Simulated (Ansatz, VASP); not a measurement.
# Cross-check of SnSeS between VASP and Ansatz, part 2 of 3

Wanted: the spread between two codes on one cell, functional and k mesh. The cell is taken from a series of runs on this material, whose earlier steps may have relaxed, scaled, displaced or heated it; both programs get it as it stands.

VASP 6.6.1 and Ansatz 0.2.0.

So far: Starting point; VASP: zone-centre phonons, PBEsol, pair 1.

## 3. Ansatz: zone-centre phonons, PBEsol, pair 1

Level of this step: Ansatz beside VASP: Kohn-Sham DFT, plane waves, PBEsol (Ansatz).

Ansatz runs on its PAW soft_1 files.

The same cell, functional and mesh now go to Ansatz, which takes its cutoff from its data sets.

File input.yaml:

```yaml
crystal:
  lattice:
    - [3.6127962504, 0.0, 0.0]
    - [-1.8063981252, 3.1287733315, 0.0]
    - [0.0, 0.0, 30.0]
  atoms:
    - { symbol: Sn, position: [0.0, 0.0, 0.333931016] }
    - { symbol: S, position: [0.3333333333, 0.6666666667, 0.383639855] }
    - { symbol: Se, position: [0.6666666667, 0.3333333333, 0.2790957959] }
  periodic: [true, true, false]
kpoints:
  mp_grid: { grid: [9, 9, 1] }
hamiltonian:
  xc: pbesol
  pseudopotentials: { kind: paw, azcp: { folder: soft_1 }, xc_functional: pbe }
scf:
  occupations: { method: fixed }
output:
  eigenvalues: true
phonons:
  method: dfpt
```

Launch:

```console
ansatz run input.yaml --threads 8 --pin off --max-ram 16384MiB --backend cpu --events-out ev --progress --plain --runs-dir out
```

Numbers of over 12 decimals in the logs are rounded to 6 here.

The log of the run:

```text
Engine: ansatz 0.2.0, aarch64-unknown-linux-gnu
Pseudopotentials: kind: paw
Pseudopotential: Sn, paw, valence charge 14, recommended cutoff 420 eV (normal), soft_1/Sn.paw.azcp
Pseudopotential: S, paw, valence charge 6, recommended cutoff 420 eV (normal), soft_1/S.paw.azcp
Pseudopotential: Se, paw, valence charge 16, recommended cutoff 420 eV (normal), soft_1/Se.paw.azcp
Functional definition: PBEsol
  exchange = pbesol_x
  correlation = pbesol_c
Crystal: 3 atoms, lattice volume = 339.109 Å³
Basis set: ecut = 420 eV, 6569 PW (Γ), exchange–correlation on 50×50×432 points (8 copies of the dense FFT grid, shifted against one another)
Bands: 22, of which v1, the nominal top of the filled ones, is band 18 counted from 1 (17 counted from 0)
Symmetry: 6 space group operations
k-points: 25 of 81 (irreducible under 2 space group operations, time reversal used)
Non-local potential: Sn, projectors of the file, l = 0: 2, l = 1: 2, l = 2: 2, l = 3: 1
Non-local potential: S, projectors of the file, l = 0: 2, l = 1: 2, l = 2: 1
Non-local potential: Se, projectors of the file, l = 0: 2, l = 1: 2, l = 2: 3, l = 3: 1
PAW form: soft (Blöchl's): semilocal exchange-correlation on the pseudo side does not see the compensation charge
PAW frozen core: Sn, regenerated for the run's functional, and the local potential with it (the file was generated under x = pbe(κ = 0.804, μ = 0.219515), c = pbe(β = 0.066725))
PAW frozen core: S, regenerated for the run's functional, and the local potential with it (the file was generated under x = pbe(κ = 0.804, μ = 0.219515), c = pbe(β = 0.066725))
PAW frozen core: Se, regenerated for the run's functional, and the local potential with it (the file was generated under x = pbe(κ = 0.804, μ = 0.219515), c = pbe(β = 0.066725))
PAW one-centre angular grid: Sn, 590 points (default); XC on 64 Gauss nodes
PAW one-centre angular grid: S, 110 points (default); XC on 64 Gauss nodes
PAW one-centre angular grid: Se, 590 points (default); XC on 64 Gauss nodes
Initial density: superposition of atomic densities (neutral atoms: chi_scale 0, normalization atom)
Initial wavefunctions: pseudopotential atomic-orbital guess
Functional: x = pbesol(κ = 0.804, μ = 0.123457), c = pbesol(β = 0.046)
SCF iter   1: F=—  HF=-12260.336721 eV  |F-HF|=—  |Δ(HF+E_count)|=         —  Δρ=1.56e-2  dr2=1.20e0  ethr=3.10e-3  ⟨swp⟩=8.1  Hψ=2987  notcnv=0  defer=46
preconditioner: auto → none  [insulator: Δε(μ)=1.063 eV  Ē_g=15.562 eV  n_scr=16 (ndim 8)  ℏωp=10.3 eV  f_vac=0.765  ε∞_Penn≈1.4]
SCF iter   2: F=—  HF=-12260.045433 eV  |F-HF|=—  |Δ(HF+E_count)|=   2.91e-1  Δρ=7.76e-3  dr2=6.01e-1  ethr=3.10e-3  ⟨swp⟩=4.9  Hψ=1457  notcnv=0  defer=47
SCF iter   3: F=—  HF=-12260.173009 eV  |F-HF|=—  |Δ(HF+E_count)|=   1.28e-1  Δρ=7.41e-3  dr2=2.01e0  ethr=1.67e-3  ⟨swp⟩=6.2  Hψ=1231  notcnv=0  defer=49  recentre
SCF iter   4: F=—  HF=-12259.967868 eV  |F-HF|=—  |Δ(HF+E_count)|=   2.05e-1  Δρ=3.77e-3  dr2=8.30e-2  ethr=1.67e-3  ⟨swp⟩=5.4  Hψ=1147  notcnv=0  defer=51
SCF iter   5: F=—  HF=-12259.960006 eV  |F-HF|=—  |Δ(HF+E_count)|=   7.86e-3  Δρ=1.72e-3  dr2=5.46e-3  ethr=2.31e-4  ⟨swp⟩=3.6  Hψ=821  notcnv=0  defer=50
SCF iter   6: F=—  HF=-12259.960058 eV  |F-HF|=—  |Δ(HF+E_count)|=   5.22e-5  Δρ=2.74e-4  dr2=4.40e-4  ethr=1.52e-5  ⟨swp⟩=5.0  Hψ=1356  notcnv=0  defer=50
SCF iter   7: F=—  HF=-12259.959939 eV  |F-HF|=—  |Δ(HF+E_count)|=   1.20e-4  Δρ=7.94e-5  dr2=5.81e-5  ethr=1.22e-6  ⟨swp⟩=2.9  Hψ=1115  notcnv=0  defer=50
SCF iter   8: F=—  HF=-12259.959934 eV  |F-HF|=—  |Δ(HF+E_count)|=   5.04e-6  Δρ=2.95e-5  dr2=6.01e-6  ethr=1.61e-7  ⟨swp⟩=3.3  Hψ=965  notcnv=0  defer=50
SCF iter   9: F=—  HF=-12259.959932 eV  |F-HF|=—  |Δ(HF+E_count)|=   1.74e-6  Δρ=8.08e-6  dr2=2.01e-7  ethr=1.67e-8  ⟨swp⟩=3.0  Hψ=1160  notcnv=0  defer=50
SCF iter  10: F=—  HF=-12259.959977 eV  |F-HF|=—  |Δ(HF+E_count)|=   4.45e-5  Δρ=2.50e-6  dr2=3.55e-8  ethr=5.59e-10  ⟨swp⟩=3.8  Hψ=1435  notcnv=0  defer=49
SCF iter  11: F=—  HF=-12259.959977 eV  |F-HF|=—  |Δ(HF+E_count)|=   1.68e-9  Δρ=4.67e-7  dr2=6.38e-10  ethr=9.85e-11  ⟨swp⟩=2.5  Hψ=935  notcnv=0  defer=49
SCF iter  12: F=—  HF=-12259.959977 eV  |F-HF|=—  |Δ(HF+E_count)|=  3.60e-10  Δρ=1.32e-7  dr2=1.54e-10  ethr=1.00e-12  ⟨swp⟩=26.4  Hψ=6466  notcnv=0
SCF iter  13: F=—  HF=-12259.959977 eV  |F-HF|=—  |Δ(HF+E_count)|=  6.91e-11  Δρ=7.77e-8  dr2=1.97e-10  ethr=1.00e-12  ⟨swp⟩=9.9  Hψ=3203  notcnv=0
SCF iter  14: F=-12259.959977 eV  HF=-12259.959977 eV  |F-HF|=1.60e-10  |Δ(HF+E_count)|=  7.64e-11  Δρ=2.85e-8  dr2=9.03e-12  ethr=1.00e-12  ⟨swp⟩=8.0  Hψ=3170  notcnv=0
SCF 1 converged in 14 iterations: F = -12259.959977 eV  dr2 = 9.03e-12
  greatest PAW one-centre occupation: 1.000 electrons in one spin orbital (limit 2), on the Se atom at site 2 (counted from 0), in its partial waves of l = 2
DFPT response loops at Γ: preconditioner auto → none (the input reference at scf.mixing.eps_inf says where Resta's filter doesn't serve); β = 0.50; Broyden in place of MSR1
SCF converged after 14 iterations
Free energy (F): -12259.959977 eV
Harris-Foulkes:  -12259.959977 eV  (|F-HF|=1.60e-10)
Internal energy: -12259.959977 eV  (E = F + TS)
E sigma→0 (E₀):  -12259.959977 eV
Fermi energy:    -5.763570 eV
--- Per-component energies (eV) ---
  E_band       = -978.533744
  E_kinetic    = 386.708063
  E_local      = -66596.527229  (includes V_loc(G=0)·N_el)
  E_nonlocal   = -170.759731
  E_hartree    = 33090.552280
  E_xc         = -297.181764
  E_vxc        = -253.310521  (∫ρ·V_xc dr)
  E_paw        = -6976.821355  (= ΣΔE_a)
  E_vpaw       = -525.748393  (= ΣTr[D̂ρ^β])
  E_aug_tail   = -0.000097  (compensation charges beyond the density's cutoff)
  E_ewald      = 28302.714616
  E_core_change = 1.355241  (= ΣΔE_core)
  E_smearing   = -0.000000  (= −TS)
  E_closure    = 0.000000  (closes the sum)
  Σ components = -12259.959977   (vs F -12259.959977, Δ=0.00e0)
--- Band table (eV; the first three rows and the last of 25) ---
  k-point 0: bands = [... 14 lower, -6.8107, -6.8107, -5.7636, -5.7636, -3.8877, -2.4107, -0.8964, -0.8964]
  k-point 1: bands = [... 14 lower, -7.5599, -7.0816, -6.6262, -5.8352, -3.3882, -1.7990 (-1.7990°), -1.1153, -0.5939]
  k-point 2: bands = [... 14 lower, -7.9644, -7.6395, -7.3007, -6.0365, -3.6187, -1.6852, -0.3706, -0.0845]
  k-point 24: bands = [... 14 lower, -9.6129, -8.4366, -7.5964, -6.7668, -3.7328, -1.2228, -0.4760, 0.4018]
  ° read free of the cell's end (the report's vacuum.weakly_bound_levels)
--- Phonons (Γ-DFPT): 6 representative perturbations + reference, on 25 of 81 k-points (Σ response iterations 29) ---
  k mesh reduced under 2 symmetry operations, with k and −k counted as one. Each operation leaves every solved perturbation unchanged. A smaller set is not used because it would not reduce the number of displacements times k-points to solve
  ASR residual: 1.952e-5 → 0.000e0 eV/Å²; symmetrization residual: 2.375e-5 eV/Å²
  ASR residual per site (eV/Å²): 1.09e-5 7.31e-6 1.95e-5
  Γ frequencies (cm⁻¹): 0.00 0.00 0.00 136.68 136.68 198.06 198.06 233.45 344.79
  non-analytic LO–TO correction: not included (Born effective charges unavailable; polar crystals: no LO–TO splitting at Γ)
```

## 4. Differences

Known differences besides the potentials themselves: fixed occupations in Ansatz, narrow Gaussian smearing in VASP; Ansatz cuts the interaction across the vacuum, VASP repeats the sheet without a dipole correction; the data sets hold 36 valence electrons in Ansatz (on its PAW soft_1 files) and 26 in VASP; the cutoff is 420 eV in Ansatz and 500 eV in VASP; Ansatz makes its cores anew for this functional, VASP keeps those of its PBE data sets. Total energies have different zeros and are not compared.

Both answers:

```csv
quantity,Ansatz,VASP,difference
optical mode 1 to 2 (cm⁻¹),136.7,136.9,-0.17 %
optical mode 3 to 4 (cm⁻¹),198.1,196.5,+0.78 %
optical mode 5 (cm⁻¹),233.4,233.9,-0.21 %
optical mode 6 (cm⁻¹),344.8,345.1,-0.09 %
```

Modes are paired by rising frequency, not by their patterns, so a pair may set unlike modes beside each other; they are those without the splitting of longitudinal modes. Where the cell holds vacuum, a pressure given here is an average over it and none of the material.

## 5. Ansatz: zone-centre phonons, PBEsol, pair 2

Second derivatives magnify differences that forces hide, and they need a tight electronic threshold.

The cell is taken from a series of runs on this material, whose earlier steps may have relaxed, scaled, displaced or heated it; both programs get it as it stands.

input.yaml, the sections that differ from step 3:

```yaml
crystal:
  lattice:
    - [3.6500415725, 0.0, 0.0]
    - [-1.8250207862, 3.1610287267, 0.0]
    - [0.0, 0.0, 30.0]
  atoms:
    - { symbol: Sn, position: [0.0, 0.0, 0.3339299598] }
    - { symbol: S, position: [0.3333333333, 0.6666666667, 0.3832193886] }
    - { symbol: Se, position: [0.6666666667, 0.3333333333, 0.2795173185] }
  periodic: [true, true, false]
# kpoints, hamiltonian, scf, output, phonons: as in step 3
```

The log of the run:

```text
[...]
Crystal: 3 atoms, lattice volume = 346.137 Å³
Basis set: ecut = 420 eV, 6665 PW (Γ), exchange–correlation on 50×50×432 points (8 copies of the dense FFT grid, shifted against one another)
Bands: 22, of which v1, the nominal top of the filled ones, is band 18 counted from 1 (17 counted from 0)
Symmetry: 6 space group operations
k-points: 25 of 81 (irreducible under 2 space group operations, time reversal used)
[...]
k-point 2: bands = [... 14 lower, -7.9789, -7.7368, -7.2612, -6.1371, -3.7486, -1.7760, -0.4582, -0.2291]
  k-point 24: bands = [... 14 lower, -9.6016, -8.4446, -7.5804, -6.7662, -3.8149, -1.2122, -0.4703, 0.2538]
  ° read free of the cell's end (the report's vacuum.weakly_bound_levels)
[...]
ASR residual: 6.500e-5 → 0.000e0 eV/Å²; symmetrization residual: 1.036e-5 eV/Å²
  ASR residual per site (eV/Å²): 6.50e-5 6.13e-5 2.51e-5
  Γ frequencies (cm⁻¹): 0.00 0.00 0.00 135.64 135.64 194.65 194.65 229.68 338.21
[...]
[key lines of the parts left out:]
SCF converged after 14 iterations
Free energy (F): -12259.995742 eV
Fermi energy:    -5.905038 eV
```

## 6. VASP: zone-centre phonons, PBEsol, pair 2

The same cell, functional and mesh now go to VASP, with its own data sets.

File INCAR:

```
SYSTEM = SnSeS
PREC = Accurate
ENCUT = 500
EDIFF = 1E-08
NELM = 120
ISMEAR = 0
SIGMA = 0.01
LREAL = .FALSE.
ALGO = Normal
GGA = PS
NBANDS = 19
LORBIT = 11
LWAVE = .FALSE.
LCHARG = .FALSE.
ISIF = 2
IBRION = 8
LASPH = .TRUE.
GGA_COMPAT = .FALSE.
EFERMI = MIDGAP
NELMDL = -8
KPAR = 2
```

File POSCAR:

```
SnSeS
1.0
    3.6500415725      0.0000000000      0.0000000000
   -1.8250207862      3.1610287267      0.0000000000
    0.0000000000      0.0000000000     30.0000000000
Sn S Se
1 1 1
Direct
    0.0000000000      0.0000000000      0.3339299598
    0.3333333333      0.6666666667      0.3832193886
    0.6666666667      0.3333333333      0.2795173185
```

File KPOINTS:

```
Automatic mesh
0
Gamma
9 9 1
0 0 0
```

PAW data sets: Sn_d, S and Se (PBE family, release 64).

Launch:

```console
mpirun -np 2 vasp_std
```

The log of the run:

```text
[banner, memory and clock lines left out]
running    2 mpi-ranks, on    1 nodes
[...]
[... a notice as in an earlier step ...]

 LDA part: xc-table for (Slater+PW92), standard interpolation
 POSCAR, INCAR and KPOINTS ok, starting setup
[...]
entering main loop
       N       E                     dE             d eps       ncg     rms          rms(c)
DAV:   1     0.183594970376E+03    0.18359E+03   -0.10434E+04   552   0.101E+03
DAV:   2     0.946556275175E+01   -0.17413E+03   -0.16949E+03   610   0.222E+02
DAV:   3    -0.131817592016E+02   -0.22647E+02   -0.22497E+02   582   0.934E+01
DAV:   4    -0.138853873158E+02   -0.70363E+00   -0.70255E+00   682   0.197E+01
[...]
DAV:  28    -0.135152051213E+02   -0.44475E-07    0.37341E-10   520   0.560E-05    0.214E-05
DAV:  29    -0.135152051501E+02   -0.28793E-07    0.34441E-10   468   0.457E-05    0.898E-06
DAV:  30    -0.135152051534E+02   -0.33478E-08    0.48544E-10   420   0.229E-05
   1 F= -.13515205E+02 E0= -.13515205E+02  d E =0.000000E+00
[...]
RMM:  10    -0.777408334348E-01    0.10272E-06    0.86663E-08  3440   0.673E-05    0.597E-06
RMM:  11    -0.777408638528E-01   -0.30418E-07   -0.33274E-08  3290   0.255E-05    0.258E-06
RMM:  12    -0.777408642321E-01   -0.37932E-09   -0.10063E-08  3492   0.106E-05    0.975E-07
 first order change of Fermi-energy  -0.48060E+00
 force on displaced ion       3 direction 1 :  -3.598  -0.000   0.000
 Linear response progress:
  Degree of freedom:   6/  6
       N       E                     dE             d eps       ncg     rms          rms(c)
RMM:   1    -0.120280557213E+00   -0.12028E+00    0.54860E-02  1015   0.158E+00
RMM:   2    -0.118326286423E+00    0.19543E-02   -0.25065E-03   830   0.264E-01    0.113E-01
RMM:   3    -0.118062510276E+00    0.26378E-03   -0.33099E-04   889   0.999E-02    0.496E-02
RMM:   4    -0.118003336278E+00    0.59174E-04   -0.59156E-05   919   0.439E-02    0.285E-02
[...]
RMM:  13    -0.117987253487E+00   -0.34062E-06   -0.21020E-07   945   0.276E-04    0.542E-05
RMM:  14    -0.117987262088E+00   -0.86007E-08   -0.14805E-07   920   0.932E-05    0.487E-05
RMM:  15    -0.117987258190E+00    0.38977E-08   -0.28661E-08   909   0.107E-04    0.910E-06
 first order change of Fermi-energy  -0.15596E+01
 force on displaced ion       3 direction 3 :  -0.000   0.000 -10.492
 Linear response finished
```

OUTCAR, selected parts (step 6):

```text
  Total        1.3895976      1.3895976      0.0258287      0.0000000      0.0000000      0.0000000
  in kB        6.4320902      6.4320902      0.1195543      0.0000000      0.0000000      0.0000000
  external PRESSURE =       4.3279116 kB  Pullay stress =       0.0000000 kB

 POSITION                                       TOTAL-FORCE (eV/Angst)
 -----------------------------------------------------------------------------------
      0.00000      0.00000     10.01790         0.000000      0.000000      0.013485
     -0.00000      2.10735     11.49658         0.000000      0.000000      0.007505
      1.82502      1.05368      8.38552        -0.000000     -0.000000     -0.020990
 -----------------------------------------------------------------------------------
    total drift:                                0.000000      0.000000      0.001428

[... 1 part as in an earlier step ...]

[... 1 further part left out ...]
```

## 7. Comparison

What differs besides the data sets and the points named for the pairs above, as far as they apply: the data sets hold 36 valence electrons in Ansatz (on its PAW soft_1 files) and 26 in VASP. Total energies have different zeros and are not compared.

Both answers:

```csv
quantity,Ansatz,VASP,difference
optical mode 1 to 2 (cm⁻¹),135.6,136.1,-0.36 %
optical mode 3 to 4 (cm⁻¹),194.7,193.7,+0.50 %
optical mode 5 (cm⁻¹),229.7,230.2,-0.22 %
optical mode 6 (cm⁻¹),338.2,338.6,-0.10 %
```

Modes are paired by rising frequency, not by their patterns, so a pair may set unlike modes beside each other; they are those without the splitting of longitudinal modes. Where the cell holds vacuum, a pressure given here is an average over it and none of the material.

(Continued in part 3 of 3.)

[Lines on the potential files, build, host, timing and source positions are cut from VASP's logs without a mark.]

[Logs are printed without paths, hosts, clocks, repeated set-up lines and the standing remarks that a program may print on its own settings, such as how far it seeks lower states.]

[Hosts, paths, dates, database ids (printed as entryN), source tags and the programs' standing remarks are cut or masked in the printed files.]
